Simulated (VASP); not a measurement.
Here is the system:

```yaml
crystal:
  lattice:
    - [3.77045, 0.00000, 0.00000]
    - [0.00000, 3.69331, 0.00000]
    - [0.00000, 0.00000, 4.78632]
  atoms:
    - { symbol: Sn, position: [0.50000, 0.00000, 0.76200] }
    - { symbol: Sn, position: [0.00000, 0.50000, 0.23800] }
    - { symbol: O, position: [0.50000, 0.50000, 0.00000] }
    - { symbol: O, position: [0.02312, 0.00000, 0.00000] }
```

Level of theory: PBE GGA, VASP's PBE PAW potentials (set 64) (plane waves; VASP). Settings: 520 eV cut-off, 4×5×3 Γ-centred mesh, Gaussian smearing of 0.050 eV, potentials Sn_d O.

Task: Predict the energy per atom (σ→0), pressure, largest force.

Result: 
```yaml
energy per atom (σ→0): -5.617 eV/atom
pressure: 10.63 GPa
largest_force: 0.05125 Ry/bohr
```

Total energies compare only between runs with the same potentials, cut-off and functional.

The compound is SnO in the litharge structure. The cell was not relaxed at this level. The k-mesh is coarse (spacing up to 0.44 per Å, 2π included), so the numbers may not be converged in it. The run is one of a series of settings (KPOINTS 4×5×3 Γ-centred mesh against the base run), some of them coarse on purpose.
